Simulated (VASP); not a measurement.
# KCoN: a series over U, part 4 of 4

Wanted: how far the results for KCoN hang on the Hubbard correction. The start is a computed cell from the Materials Project.

VASP 6.6.1, plane waves and PAW; the level of theory is named at each step.

Still holding for the runs below: The magnetic state follows from one typed start and may not be the lowest. The k-mesh is coarse for a metal.

So far, largest spin moment in the PAW sphere (μB): step 2 (series over U, start order fm, U 0, PBEsol) 0.336; step 3 (series over U, start order AFM, U 0, PBEsol) 0.336; step 7 (series over U, start order AFM, U 5, PBEsol, DFT+U) 1.69.

**9. Series over U, start order AFM, U 6**

This step: PBEsol, DFT+U (Co d 6 eV), spin-polarised from an antiferromagnetic start; plane waves and PAW (Co, K_sv, N) (VASP 6.6.1).

INCAR reads:

```
SYSTEM = KCoN
PREC = Normal
ENCUT = 480
EDIFF = 1E-06
NELM = 150
ISMEAR = 0
SIGMA = 0.05
LREAL = .FALSE.
ALGO = Normal
GGA = PS
NBANDS = 62
ISPIN = 2
MAGMOM = 2 -2 2 -2 0 0 0 0 0 0 0 0
LDAU = .TRUE.
LDAUTYPE = 2
LDAUL = 2 -1 -1
LDAUU = 6 0 0
LDAUJ = 0 0 0
LDAUPRINT = 1
LASPH = .TRUE.
LMAXMIX = 4
LORBIT = 11
LWAVE = .FALSE.
LCHARG = .FALSE.
KPAR = 2
AMIX = 0.2
BMIX = 1E-04
AMIX_MAG = 0.8
BMIX_MAG = 1E-04
NEDOS = 1200
```

POSCAR reads:

```
KCoN
1.0
   10.2914570000      0.0000000000      0.0000000000
    0.0000000000      3.4799790000      0.0000000000
    0.0000000000      0.0000000000      6.3045690000
Co K N
4 4 4
Direct
    0.9564880000      0.7500000000      0.1003620000
    0.4564880000      0.7500000000      0.3996380000
    0.0435120000      0.2500000000      0.8996380000
    0.5435120000      0.2500000000      0.6003620000
    0.8355130000      0.7500000000      0.5775570000
    0.3355130000      0.7500000000      0.9224430000
    0.1644870000      0.2500000000      0.4224430000
    0.6644870000      0.2500000000      0.0775570000
    0.5641710000      0.7500000000      0.6525570000
    0.0641710000      0.7500000000      0.8474430000
    0.4358290000      0.2500000000      0.3474430000
    0.9358290000      0.2500000000      0.1525570000
```

KPOINTS reads:

```
Automatic mesh
0
Gamma
2 5 3
0 0 0
```

Potentials, in the order of the species: Co, K_sv and N (PBE family, release 64).

On the command line:

```sh
$ mpirun -np 2 vasp_std
```

What it wrote:

```text
[... set-up lines as in an earlier step ...]
 entering main loop
       N       E                     dE             d eps       ncg     rms          rms(c)
DAV:   1     0.930505273135E+03    0.93051E+03   -0.38490E+04  2976   0.143E+03
DAV:   2     0.859384282285E+02   -0.84457E+03   -0.79550E+03  3024   0.398E+02
DAV:   3    -0.512789150125E+02   -0.13722E+03   -0.13248E+03  3874   0.170E+02
DAV:   4    -0.631576505014E+02   -0.11879E+02   -0.11763E+02  3952   0.439E+01
[...]
DAV:  31    -0.526716674483E+02    0.37802E-05   -0.15530E-04  4236   0.705E-02    0.621E-03
DAV:  32    -0.526716679772E+02   -0.52897E-06   -0.15886E-05  3574   0.188E-02    0.604E-03
DAV:  33    -0.526716686187E+02   -0.64142E-06   -0.26818E-06  1984   0.115E-02
   1 F= -.52671669E+02 E0= -.52666394E+02  d E =-.105497E-01  mag=     0.0000
```

Run time: 2 min. Hardware: 2 MPI ranks of Intel Xeon 6975P-C (Granite Rapids), shared host; peak memory 0.73 GiB; 3.9 min of CPU time.

From OUTCAR (step 9):

```text
  Total       -2.5576325      5.0634380     -2.6678913      0.0000000      0.0000000      0.0000000
  in kB      -18.1484622     35.9291704    -18.9308375      0.0000000      0.0000000      0.0000000
  external PRESSURE =      -0.3833764 kB  Pullay stress =       0.0000000 kB

 POSITION                                       TOTAL-FORCE (eV/Angst)
 -----------------------------------------------------------------------------------
      9.84366      2.60998      0.63274         0.043737      0.000000     -0.175429
      4.69793      2.60998      2.51955         0.043737      0.000000      0.175429
      0.44780      0.86999      5.67183        -0.043737      0.000000      0.175429
      5.59353      0.86999      3.78502        -0.043737      0.000000     -0.175429
      8.59865      2.60998      3.64125         0.056667      0.000000     -0.061399
      3.45292      2.60998      5.81561         0.056667     -0.000000      0.061399
      1.69281      0.86999      2.66332        -0.056667     -0.000000      0.061399
      6.83854      0.86999      0.48896        -0.056667     -0.000000     -0.061399
      5.80614      2.60998      4.11409         0.044660      0.000000      0.135691
      0.66041      2.60998      5.34276         0.044660      0.000000     -0.135691
      4.48532      0.86999      2.19048        -0.044660     -0.000000     -0.135691
      9.63104      0.86999      0.96181        -0.044660      0.000000      0.135691
 -----------------------------------------------------------------------------------
    total drift:                                0.000000     -0.000000      0.000000

  FREE ENERGIE OF THE ION-ELECTRON SYSTEM (eV)
  ---------------------------------------------------
  free  energy   TOTEN  =       -52.6716686187 eV

  energy  without entropy=      -52.6611189457  energy(sigma->0) =      -52.66639378

 magnetization (x)
# of ion       s       p       d       tot
------------------------------------------
    1        0.012  -0.010   1.723   1.726
    2       -0.012   0.010  -1.723  -1.726
    3        0.012  -0.010   1.723   1.726
    4       -0.012   0.010  -1.723  -1.726
    5       -0.001  -0.001  -0.001  -0.002
    6        0.001   0.001   0.001   0.002
    7       -0.001  -0.001  -0.001  -0.002
    8        0.001   0.001   0.001   0.002
    9       -0.007  -0.088   0.000  -0.095
   10        0.007   0.088   0.000   0.095
   11       -0.007  -0.088   0.000  -0.095
   12        0.007   0.088   0.000   0.095
--------------------------------------------------
tot          0.000   0.000   0.000   0.000

[... 2 parts as in an earlier step ...]

[... 1 further part left out ...]
[key lines of the parts left out:]
E-fermi :   3.2628
```

Spin moment in the PAW sphere by atom:

| atom | spin moment in the PAW sphere (μB) |
| --- | --- |
| Co1 | 1.73 |
| Co2 | -1.73 |
| Co3 | 1.73 |
| Co4 | -1.73 |
| K5 | 0.00 |
| K6 | 0.00 |
| K7 | 0.00 |
| K8 | 0.00 |
| N9 | -0.10 |
| N10 | 0.10 |
| N11 | -0.10 |
| N12 | 0.10 |

Energy at zero smearing: -52.66639 eV.

The run ends at a pressure of -0.04 GPa, with forces up to 0.18 eV/Å.

**10. Series over U, start order fm, U 6 (run 2)**

This step: PBEsol, DFT+U (Co d 6 eV), spin-polarised from a ferromagnetic start; plane waves and PAW (Co, K_sv, N) (VASP 6.6.1).

Edit INCAR of step 9 so:

```diff
@@ -12,8 +12,8 @@
 ISPIN = 2
-MAGMOM = 2 -2 2 -2 0 0 0 0 0 0 0 0
+MAGMOM = 2 2 2 2 0 0 0 0 0 0 0 0
 LDAU = .TRUE.
-LDAUTYPE = 2
+LDAUTYPE = 1
 LDAUL = 2 -1 -1
 LDAUU = 6 0 0
-LDAUJ = 0 0 0
+LDAUJ = 0.5 0 0
 LDAUPRINT = 1
```

POSCAR is that of step 9.

KPOINTS is that of step 9.

On the command line:

```sh
$ mpirun -np 2 vasp_std
```

What it wrote:

```text
[... set-up lines as in an earlier step ...]
 entering main loop
       N       E                     dE             d eps       ncg     rms          rms(c)
DAV:   1     0.929345836198E+03    0.92935E+03   -0.38292E+04  2976   0.142E+03
DAV:   2     0.823348908031E+02   -0.84701E+03   -0.79761E+03  3018   0.398E+02
DAV:   3    -0.530120684430E+02   -0.13535E+03   -0.12950E+03  3706   0.168E+02
DAV:   4    -0.648631047973E+02   -0.11851E+02   -0.11734E+02  4048   0.421E+01
[...]
DAV:  29    -0.541208053753E+02   -0.17529E-05   -0.65839E-05  4214   0.738E-02    0.106E-02
DAV:  30    -0.541208120466E+02   -0.66714E-05   -0.28318E-05  3772   0.562E-02    0.585E-03
DAV:  31    -0.541208122527E+02   -0.20609E-06   -0.71985E-06  2738   0.202E-02
   1 F= -.54120812E+02 E0= -.54115470E+02  d E =-.106841E-01  mag=     7.2000
```

Wall time 1.9 min (2 MPI ranks); peak memory 0.72 GiB; 3.7 min of CPU time.

Parts of OUTCAR (step 10):

```text
  Total       -2.4843178      5.1905212     -2.4605547      0.0000000      0.0000000      0.0000000
  in kB      -17.6282357     36.8309282    -17.4596175      0.0000000      0.0000000      0.0000000
  external PRESSURE =       0.5810250 kB  Pullay stress =       0.0000000 kB

 POSITION                                       TOTAL-FORCE (eV/Angst)
 -----------------------------------------------------------------------------------
      9.84366      2.60998      0.63274         0.016336      0.000000     -0.129468
      4.69793      2.60998      2.51955         0.016336      0.000000      0.129468
      0.44780      0.86999      5.67183        -0.016336      0.000000      0.129468
      5.59353      0.86999      3.78502        -0.016336     -0.000000     -0.129468
      8.59865      2.60998      3.64125         0.056183      0.000000     -0.062341
      3.45292      2.60998      5.81561         0.056183      0.000000      0.062341
      1.69281      0.86999      2.66332        -0.056183     -0.000000      0.062341
      6.83854      0.86999      0.48896        -0.056183     -0.000000     -0.062341
      5.80614      2.60998      4.11409         0.062901      0.000000      0.159622
      0.66041      2.60998      5.34276         0.062901     -0.000000     -0.159622
      4.48532      0.86999      2.19048        -0.062901      0.000000     -0.159622
      9.63104      0.86999      0.96181        -0.062901      0.000000      0.159622
 -----------------------------------------------------------------------------------
    total drift:                                0.000000     -0.000000      0.000000

  FREE ENERGIE OF THE ION-ELECTRON SYSTEM (eV)
  ---------------------------------------------------
  free  energy   TOTEN  =       -54.1208122527 eV

  energy  without entropy=      -54.1101281812  energy(sigma->0) =      -54.11547022

 magnetization (x)
# of ion       s       p       d       tot
------------------------------------------
    1        0.013  -0.009   1.690   1.693
    2        0.013  -0.009   1.690   1.693
    3        0.013  -0.009   1.690   1.693
    4        0.013  -0.009   1.690   1.693
    5       -0.000  -0.001  -0.001  -0.002
    6       -0.000  -0.001  -0.001  -0.002
    7       -0.000  -0.001  -0.001  -0.002
    8       -0.000  -0.001  -0.001  -0.002
    9        0.007   0.096   0.000   0.104
   10        0.007   0.096   0.000   0.104
   11        0.007   0.096   0.000   0.104
   12        0.007   0.096   0.000   0.104
--------------------------------------------------
tot          0.079   0.347   6.755   7.181

[... 2 parts as in an earlier step ...]

[... 1 further part left out ...]
[key lines of the parts left out:]
E-fermi :   3.3644
```

Energy at zero smearing: -54.11547 eV.

The run ends at a pressure of 0.06 GPa, with forces up to 0.17 eV/Å.

**11. Series over U, start order AFM, U 6 (run 2)**

This step: PBEsol, DFT+U (Co d 6 eV), spin-polarised from an antiferromagnetic start; plane waves and PAW (Co, K_sv, N) (VASP 6.6.1).

Edit INCAR of step 10 so:

```diff
@@ -12,3 +12,3 @@
 ISPIN = 2
-MAGMOM = 2 2 2 2 0 0 0 0 0 0 0 0
+MAGMOM = 2 -2 2 -2 0 0 0 0 0 0 0 0
 LDAU = .TRUE.
```

POSCAR is that of step 10.

KPOINTS is that of step 10.

On the command line:

```sh
$ mpirun -np 2 vasp_std
```

What it wrote:

```text
[... set-up lines as in an earlier step ...]
 entering main loop
       N       E                     dE             d eps       ncg     rms          rms(c)
DAV:   1     0.929910420085E+03    0.92991E+03   -0.38447E+04  2976   0.143E+03
DAV:   2     0.839383583566E+02   -0.84597E+03   -0.79658E+03  3030   0.398E+02
DAV:   3    -0.528483363550E+02   -0.13679E+03   -0.13201E+03  3858   0.169E+02
DAV:   4    -0.648055141490E+02   -0.11957E+02   -0.11834E+02  3992   0.435E+01
[...]
DAV:  31    -0.541212953896E+02   -0.38942E-05   -0.13513E-05  3822   0.302E-02    0.574E-03
DAV:  32    -0.541212962492E+02   -0.85963E-06   -0.26054E-05  2944   0.297E-02    0.287E-03
DAV:  33    -0.541212962748E+02   -0.25619E-07   -0.62951E-06  2336   0.169E-02
   1 F= -.54121296E+02 E0= -.54116005E+02  d E =-.105828E-01  mag=    -0.0000
```

It took 2.1 min on 2 MPI ranks; peak memory 0.74 GiB.

OUTCAR, selected parts (step 11):

```text
  Total       -2.4784428      5.2016047     -2.4555797      0.0000000      0.0000000      0.0000000
  in kB      -17.5865480     36.9095745    -17.4243154      0.0000000      0.0000000      0.0000000
  external PRESSURE =       0.6329037 kB  Pullay stress =       0.0000000 kB

 POSITION                                       TOTAL-FORCE (eV/Angst)
 -----------------------------------------------------------------------------------
      9.84366      2.60998      0.63274         0.014159      0.000000     -0.132923
      4.69793      2.60998      2.51955         0.014159     -0.000000      0.132923
      0.44780      0.86999      5.67183        -0.014159      0.000000      0.132923
      5.59353      0.86999      3.78502        -0.014159      0.000000     -0.132923
      8.59865      2.60998      3.64125         0.055677      0.000000     -0.060975
      3.45292      2.60998      5.81561         0.055677      0.000000      0.060975
      1.69281      0.86999      2.66332        -0.055677     -0.000000      0.060975
      6.83854      0.86999      0.48896        -0.055677     -0.000000     -0.060975
      5.80614      2.60998      4.11409         0.062152      0.000000      0.160531
      0.66041      2.60998      5.34276         0.062152      0.000000     -0.160531
      4.48532      0.86999      2.19048        -0.062152      0.000000     -0.160531
      9.63104      0.86999      0.96181        -0.062152      0.000000      0.160531
 -----------------------------------------------------------------------------------
    total drift:                                0.000000     -0.000000      0.000000

  FREE ENERGIE OF THE ION-ELECTRON SYSTEM (eV)
  ---------------------------------------------------
  free  energy   TOTEN  =       -54.1212962748 eV

  energy  without entropy=      -54.1107135008  energy(sigma->0) =      -54.11600489

 magnetization (x)
# of ion       s       p       d       tot
------------------------------------------
    1        0.013  -0.009   1.690   1.694
    2       -0.013   0.009  -1.690  -1.694
    3        0.013  -0.009   1.690   1.694
    4       -0.013   0.009  -1.690  -1.694
    5       -0.001  -0.000  -0.001  -0.002
    6        0.001   0.000   0.001   0.002
    7       -0.001  -0.000  -0.001  -0.002
    8        0.001   0.000   0.001   0.002
    9       -0.007  -0.097   0.000  -0.104
   10        0.007   0.097   0.000   0.104
   11       -0.007  -0.097   0.000  -0.104
   12        0.007   0.097   0.000   0.104
--------------------------------------------------
tot          0.000   0.000   0.000   0.000

[... 2 parts as in an earlier step ...]

[... 1 further part left out ...]
[key lines of the parts left out:]
E-fermi :   3.3640
```

The density of states holds every band computed, so its fall toward the upper end of the range is no gap.

Energy at zero smearing: -54.11600 eV.

**12. Summary**

This step: DFT+U series, PBEsol; plane waves and PAW (VASP 6.6.1).

This step runs nothing: it gathers the runs above.

Energies at different U are not comparable. U series, by row:

| U (eV) | J (eV) | LDAUTYPE | start | energy (eV/atom) | mean moment (μB) | gap on the mesh (eV) | pressure (GPa) |
| --- | --- | --- | --- | --- | --- | --- | --- |
| 0 | 0 | - | fm | -5.923 | 0.336 | 0 | -3.647 |
| 0 | 0 | - | afm | -5.923 | 0.336 | 0 | -3.64 |
| 2 | 0 | 2 | fm | -5.309 | 0.725 | 0 | -4.043 |
| 2 | 0 | 2 | afm | -5.305 | 0.882 | 0.0474 | -3.634 |
| 5 | 0 | 2 | afm | -4.584 | 1.69 | 0 | 0.3167 |
| 6 | 0 | 2 | fm | -4.389 | 1.725 | 0 | -0.03785 |
| 6 | 0 | 2 | afm | -4.389 | 1.726 | 0 | -0.03834 |
| 6 | 0.5 | 1 | fm | -4.51 | 1.693 | 0 | 0.0581 |
| 6 | 0.5 | 1 | afm | -4.51 | 1.694 | 0 | 0.06329 |

**13. Summary of results**

```json
{
  "U = 0 eV, J = 0 eV, fm start": "mean size of the moments 0.34 μB",
  "U = 0 eV, J = 0 eV, afm start": "mean size of the moments 0.34 μB",
  "U = 2 eV, J = 0 eV, fm start": "mean size of the moments 0.72 μB",
  "U = 2 eV, J = 0 eV, afm start": "mean size of the moments 0.88 μB",
  "U = 5 eV, J = 0 eV, afm start": "mean size of the moments 1.69 μB",
  "U = 6 eV, J = 0 eV, fm start": "mean size of the moments 1.73 μB",
  "U = 6 eV, J = 0 eV, afm start": "mean size of the moments 1.73 μB",
  "U = 6 eV, J = 0.5 eV, fm start": "mean size of the moments 1.69 μB",
  "U = 6 eV, J = 0.5 eV, afm start": "mean size of the moments 1.69 μB"
}
```

What this shows: For the ferromagnetic start without J, from U = 0 to 6 eV the mean moment goes from 0.34 to 1.73 μB, the cell stays metallic, and the pressure goes from -3.6 to 0.0 GPa. A jump between neighbouring rows can also mean that the runs ended in different spin or orbital states. U acts inside the PAW spheres, so the same number means something else in a code with other projectors.

[Lines on the potential files, build, host, timing and source positions are cut from VASP's logs without a mark.]

[Logs are printed without paths, hosts, clocks, repeated set-up lines and the standing remarks that a program may print on its own settings, such as how far it seeks lower states.]

[Hosts, paths, dates, database ids (printed as entryN), source tags and the programs' standing remarks are cut or masked in the printed files.]

[In band tables of VASP the shares of atoms and orbitals are scaled to a sum of 1 inside the atoms' spheres.]

[Runs that stopped without an error message from VASP are left out.]
